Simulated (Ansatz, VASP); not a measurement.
# HfO2 in two plane-wave programs, part 3 of 3

Aim: how closely do two programs agree when they are given the same cell, functional and k mesh? The cell is taken from a series of runs on this material, whose earlier steps may have relaxed, scaled, displaced or heated it; both programs get it as it stands.

VASP 6.6.1 and Ansatz 0.2.0.

So far: Set-up; Ansatz: zone-centre phonons, LDA, pair 1; VASP: zone-centre phonons, LDA, pair 1; Side by side.

### Step 5. VASP: zone-centre phonons, LDA, pair 2

Level of this step: LDA; plane waves and PAW (O, Hf_pv) (VASP).

Second derivatives magnify differences that forces hide, and they need a tight electronic threshold. The cell compared in this pair holds 31.11 Å³, against 30.93 Å³ for the pair before.

INCAR

```
SYSTEM = HfO2
PREC = Accurate
ENCUT = 600
EDIFF = 1E-08
NELM = 120
ISMEAR = 0
SIGMA = 0.01
LREAL = .FALSE.
ALGO = Normal
GGA = PW92
NBANDS = 17
LASPH = .TRUE.
LORBIT = 11
LWAVE = .FALSE.
LCHARG = .FALSE.
ISIF = 2
IBRION = 8
GGA_COMPAT = .FALSE.
EFERMI = MIDGAP
KPAR = 2
```

POSCAR

```
HfO2
1.0
   -0.0412288037      2.4920777280      2.5049396456
    2.4920777280     -0.0412288037      2.5049396456
    2.4508489242      2.4508489242      0.0000000000
O Hf
2 1
Direct
    0.2528159789      0.2528159789      0.2471840211
    0.7471840211      0.7471840211      0.7528159789
    0.0000000000      0.0000000000      0.0000000000
```

KPOINTS

```
Automatic mesh
0
Gamma
8 8 8
0 0 0
```

Potentials, in the order of the species: O and Hf_pv (LDA family, release 64).

On the command line:

```bash
> mpirun -np 2 vasp_std
```

Numbers of over 12 decimals in the logs are rounded to 6 here.

The log of the run:

```text
[banner, memory and clock lines left out]
running    2 mpi-ranks, on    1 nodes
[...]
[... a notice as in an earlier step ...]

 LDA part: xc-table for (Slater(with rela. corr.)+PW92), standard interpolation
 POSCAR, INCAR and KPOINTS ok, starting setup
[...]
entering main loop
       N       E                     dE             d eps       ncg     rms          rms(c)
DAV:   1     0.963460479737E+02    0.96346E+02   -0.13995E+04  3230   0.144E+03
DAV:   2    -0.348207508047E+02   -0.13117E+03   -0.12731E+03  4171   0.313E+02
DAV:   3    -0.386609114559E+02   -0.38402E+01   -0.38291E+01  3786   0.485E+01
DAV:   4    -0.386833573299E+02   -0.22446E-01   -0.22437E-01  4204   0.399E+00
[...]
DAV:  12    -0.330813210478E+02   -0.65762E-06   -0.62102E-06  4082   0.197E-02    0.221E-02
DAV:  13    -0.330813211055E+02   -0.57617E-07   -0.15931E-07  4050   0.355E-03    0.284E-03
DAV:  14    -0.330813211076E+02   -0.21475E-08   -0.29191E-09  2568   0.532E-04
   1 F= -.33081321E+02 E0= -.33081321E+02  d E =0.000000E+00
[...]
RMM:  13    -0.220809173940E+00   -0.13842E-07   -0.25734E-07 10703   0.122E-04    0.137E-05
RMM:  14    -0.220809173613E+00    0.32652E-09   -0.13092E-07  9720   0.116E-04    0.180E-05
RMM:  15    -0.220809177330E+00   -0.37164E-08   -0.70917E-08  8980   0.114E-04    0.694E-06
 first order change of Fermi-energy  -0.21463E-03
 force on displaced ion       3 direction 1 :  -6.314  -0.889   0.000
 Linear response progress:
  Degree of freedom:   4/  4
       N       E                     dE             d eps       ncg     rms          rms(c)
RMM:   1    -0.229511527144E+00   -0.22951E+00    0.22516E+00  4010   0.952E+00
RMM:   2    -0.222411022984E+00    0.71005E-02   -0.27656E-02  4860   0.113E+00    0.887E-01
RMM:   3    -0.221621399742E+00    0.78962E-03   -0.10056E-03  5876   0.151E-01    0.465E-01
RMM:   4    -0.221012617173E+00    0.60878E-03   -0.11452E-04  6347   0.600E-02    0.210E-01
[...]
RMM:  28    -0.220700994046E+00   -0.75790E-10   -0.23470E-07  4641   0.114E-04    0.235E-07
RMM:  29    -0.220700993880E+00    0.16689E-09   -0.10725E-07  4660   0.114E-04    0.360E-07
RMM:  30    -0.220700993939E+00   -0.59125E-10   -0.23665E-07  4650   0.114E-04    0.640E-08
 first order change of Fermi-energy   0.88085E-05
 force on displaced ion       3 direction 3 :  -0.000  -0.000  -6.373
 Linear response finished
```

From OUTCAR (step 5):

```text
  Total       -0.2722669     -0.2722669     -0.7749574      0.4855304     -0.0000000     -0.0000000
  in kB      -14.0240656    -14.0240656    -39.9169054     25.0089508     -0.0000000     -0.0000000
  external PRESSURE =     -22.6550122 kB  Pullay stress =       0.0000000 kB

 POSITION                                       TOTAL-FORCE (eV/Angst)
 -----------------------------------------------------------------------------------
      1.22542      1.22542      1.26658        -0.000000     -0.000000     -0.016523
      3.67627      3.67627      3.74330         0.000000      0.000000      0.016523
      0.00000      0.00000      0.00000         0.000000      0.000000     -0.000000
 -----------------------------------------------------------------------------------
    total drift:                                0.000000      0.000000     -0.000000

[... 1 part as in an earlier step ...]

[... 1 further part left out ...]
```

### Step 6. Ansatz: zone-centre phonons, LDA, pair 2

The same cell, functional (in two slightly different forms) and mesh now go to Ansatz, which takes its cutoff from its data sets.

The cell is taken from a series of runs on this material, whose earlier steps may have relaxed, scaled, displaced or heated it; both programs get it as it stands.

input.yaml

```yaml
crystal:
  lattice:
    - [-0.0412288037, 2.492077728, 2.5049396456]
    - [2.492077728, -0.0412288037, 2.5049396456]
    - [2.4508489242, 2.4508489242, 0.0]
  atoms:
    - { symbol: O, position: [0.2528159789, 0.2528159789, 0.2471840211] }
    - { symbol: O, position: [0.7471840211, 0.7471840211, 0.7528159789] }
    - { symbol: Hf, position: [0.0, 0.0, 0.0] }
kpoints:
  mp_grid: { grid: [8, 8, 8] }
hamiltonian:
  xc: lda
  pseudopotentials: { kind: paw, azcp: { folder: soft_1 }, xc_functional: pbe }
scf:
  occupations: { method: fixed }
output:
  eigenvalues: true
phonons:
  method: dfpt
```

On the command line:

```bash
> ansatz run input.yaml --threads 8 --pin off --max-ram 20480MiB --backend cpu --events-out ev --progress --plain --runs-dir out
```

The log of the run:

```text
[...]
Crystal: 3 atoms, lattice volume = 31.105 Å³
Basis set: ecut = 420 eV, 601 PW (Γ), exchange–correlation on 48×48×48 points (8 copies of the dense FFT grid, shifted against one another)
Bands: 23, of which v1, the nominal top of the filled ones, is band 19 counted from 1 (18 counted from 0)
Symmetry: 8 space group operations
k-points: 150 of 512 (irreducible under 2 space group operations, time reversal used)
[...]
k-point 2: bands = [... 15 lower, 11.2178, 13.2421, 13.7968, 13.7991, 19.9064, 19.9987, 22.4904, 25.0916]
  k-point 149: bands = [... 15 lower, 11.8513, 13.4960, 13.8086, 15.2992, 19.0108, 20.8947, 22.2703, 23.5634]
[...]
ASR residual: 3.142e-4 → 0.000e0 eV/Å²; symmetrization residual: 5.674e-7 eV/Å²
  ASR residual per site (eV/Å²): 1.79e-4 1.79e-4 3.14e-4
  Γ frequencies (cm⁻¹): 0.00 0.00 0.00 235.86 255.18 270.89 596.99 600.83 607.15
[...]
[key lines of the parts left out:]
SCF converged after 9 iterations
Free energy (F): -16593.610370 eV
Fermi energy:    15.350735 eV
```

### Step 7. Comparison

What differs besides the data sets and the points named for the pairs above, as far as they apply: the data sets hold 38 valence electrons in Ansatz (on its PAW soft_1 files) and 22 in VASP. Total energies have different zeros and are not compared.

The two programs side by side:

| quantity | Ansatz | VASP | difference |
| --- | --- | --- | --- |
| optical mode 1 (cm⁻¹) | 235.9 | 232.8 | +1.32 % |
| optical mode 2 (cm⁻¹) | 255.2 | 252.6 | +1.02 % |
| optical mode 3 (cm⁻¹) | 270.9 | 269.0 | +0.71 % |
| optical mode 4 (cm⁻¹) | 597.0 | 594.7 | +0.38 % |
| optical mode 5 (cm⁻¹) | 600.8 | 598.3 | +0.42 % |
| optical mode 6 (cm⁻¹) | 607.1 | 605.7 | +0.24 % |

Modes are paired by rising frequency, not by their patterns, so a pair may set unlike modes beside each other; they are those without the splitting of longitudinal modes.

### Step 8. What came out

| Item | Value |
| --- | --- |
| r.m.s. difference of the optical zone-centre modes, each program's sorted by frequency (zone-centre phonons, LDA, pair 1) | 2.0 cm⁻¹ |
| difference in optical mode 1 (zone-centre phonons, LDA, pair 1) | +1.1 % |
| r.m.s. difference of the optical zone-centre modes, each program's sorted by frequency (zone-centre phonons, LDA, pair 2) | 2.3 cm⁻¹ |
| difference in optical mode 1 (zone-centre phonons, LDA, pair 2) | +1.3 % |

The r.m.s. difference of the optical zone-centre modes, each program's sorted by frequency is 2.0 cm⁻¹ (zone-centre phonons, LDA, pair 1). The data sets hold unlike numbers of valence electrons (38 in Ansatz and 22 in VASP), so part of the differences comes from the potentials. Among the rows given in per cent, the largest difference of the zone-centre phonons, LDA, pair 1 pair is in optical mode 1, +1.1 %. Among the rows given in per cent, the largest difference of the zone-centre phonons, LDA, pair 2 pair is in optical mode 1, +1.3 %. How closely two codes agree says nothing of how well the functional describes the real material.

[Lines on the potential files, build, host, timing and source positions are cut from VASP's logs without a mark.]

[Logs are printed without paths, hosts, clocks, repeated set-up lines and the standing remarks that a program may print on its own settings, such as how far it seeks lower states.]

[Hosts, paths, dates, database ids (printed as entryN), source tags and the programs' standing remarks are cut or masked in the printed files.]
